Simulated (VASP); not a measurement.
Here is the system:

```
Ti
1.0
    1.45759    -2.52462     0.00000
    1.45759     2.52462     0.00000
    0.00000     0.00000     4.62213
Ti
2
Direct
  0.33333   0.66667   0.25000
  0.66667   0.33333   0.75000
```

Method: TPSS meta-GGA, VASP's PBE PAW potentials (set 64) (plane waves; VASP). Settings: 520 eV cut-off, 16×16×9 Γ-centred mesh, tetrahedra with Blöchl corrections, potentials Ti_sv.

Give the energies of bands 9 to 15 at the high-symmetry points, in eV from the Fermi level.

```json
[
 {"band": "9", "Γ": "-6.25", "M": "-2.38", "K": "-1.77", "A": "-4.38", "L": "-2.63", "H": "-1.32"},
 {"band": "10", "Γ": "-2.77", "M": "-2.27", "K": "-1.44", "A": "-4.38", "L": "-2.63", "H": "-1.32"},
 {"band": "11", "Γ": "0.73", "M": "-1.94", "K": "-1.44", "A": "0.04", "L": "-0.87", "H": "-1.11"},
 {"band": "12", "Γ": "0.79", "M": "-0.67", "K": "-1.38", "A": "0.04", "L": "-0.87", "H": "-1.11"},
 {"band": "13", "Γ": "0.79", "M": "0.50", "K": "0.23", "A": "0.69", "L": "1.32", "H": "-0.24"},
 {"band": "14", "Γ": "0.87", "M": "0.64", "K": "0.23", "A": "0.69", "L": "1.32", "H": "-0.24"},
 {"band": "15", "Γ": "1.30", "M": "1.18", "K": "1.52", "A": "0.69", "L": "1.80", "H": "1.72"}
]
```

It has no gap at this level: it comes out as a metal or semimetal.

The compound is Ti in the hcp structure. It was relaxed first.
